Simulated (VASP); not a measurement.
An input for Ansatz (written as the equivalent of a VASP run, and not itself run):

Ansatz 0.2 input:
```yaml
crystal:
  lattice:
    - [6.4957636, 0.0000000, 0.0000000]
    - [0.0000000, 6.4957636, 0.0000000]
    - [0.0000000, 0.0000000, 6.4957636]
  atoms:
    - { symbol: Mg, position: [0.0000000, 0.0000000, 0.0000000] }
    - { symbol: Te, position: [0.2482598, 0.2482598, 0.2482598] }
    - { symbol: Te, position: [0.7517402, 0.7517402, 0.2482598] }
    - { symbol: Te, position: [0.7517402, 0.2482598, 0.7517402] }
    - { symbol: Te, position: [0.2482598, 0.7517402, 0.7517402] }
    - { symbol: Hg, position: [0.5000000, 0.5000000, 0.0000000] }
    - { symbol: Hg, position: [0.5000000, 0.0000000, 0.5000000] }
    - { symbol: Hg, position: [0.0000000, 0.5000000, 0.5000000] }
kpoints:
  mp_grid: { grid: [6, 6, 6] }
hamiltonian:
  xc: pbesol
  pseudopotentials: { kind: paw }
scf:
  occupations: { method: tetrahedron }
  max_iter: 100
output: { forces: true, stress: true, eigenvalues: true }
```

**Question.** Write the VASP files for the same calculation (PBEsol).

**Answer.** This is not unique; one that fits is 
**POSCAR**
```
Hg3MgTe4
1
    6.4957635890     0.0000000000     0.0000000000
   -0.0000000000     6.4957635890     0.0000000000
    0.0000000000    -0.0000000000     6.4957635890
Mg Te Hg
1 4 3
Direct
  0.0000000000   0.0000000000   0.0000000000
  0.2482597968   0.2482597968   0.2482597968
  0.7517402032   0.7517402032   0.2482597968
  0.7517402032   0.2482597968   0.7517402032
  0.2482597968   0.7517402032   0.7517402032
  0.5000000000   0.5000000000   0.0000000000
  0.5000000000   0.0000000000   0.5000000000
  0.0000000000   0.5000000000   0.5000000000
```

### KPOINTS
```
Automatic mesh
0
Gamma
6 6 6
0 0 0
```

### INCAR
```
EDIFF = 1E-7
NELM = 100   # most electronic steps
LCHARG = .True.
LREAL = .False.
LWAVE = .False.
LEFG = .True.
ISMEAR = -5   # tetrahedra, Bloechl
LMAXMIX = 6   # l cut-off of mixed one-centre charges
SYSTEM = Hg3MgTe4
ENCUT = 400
LORBIT = 11   # lm-projected
ISIF = 2
GGA = PS
LASPH = .True.   # aspherical one-centre terms
PREC = Accurate
ALGO = Normal   # blocked Davidson
NEDOS = 601
```

POTCAR, in this order: Mg Te Hg (PBE.64 set). Program: vasp_std.

The two are equivalent in intent, not identical: each code has its own PAW files, so the cut-off isn't converted (ENCUT is set for VASP's; basis.ecutwfc is left out, and Ansatz then takes the one that its files recommend); Ansatz stops its SCF on the density residual and VASP on the energy change (EDIFF); the field gradients of LEFG aren't asked of the other code.

The structure was generated: Hg3MgTe4 was put into an ordered model structure (P-43m), which need not be its known phase. It was relaxed first.
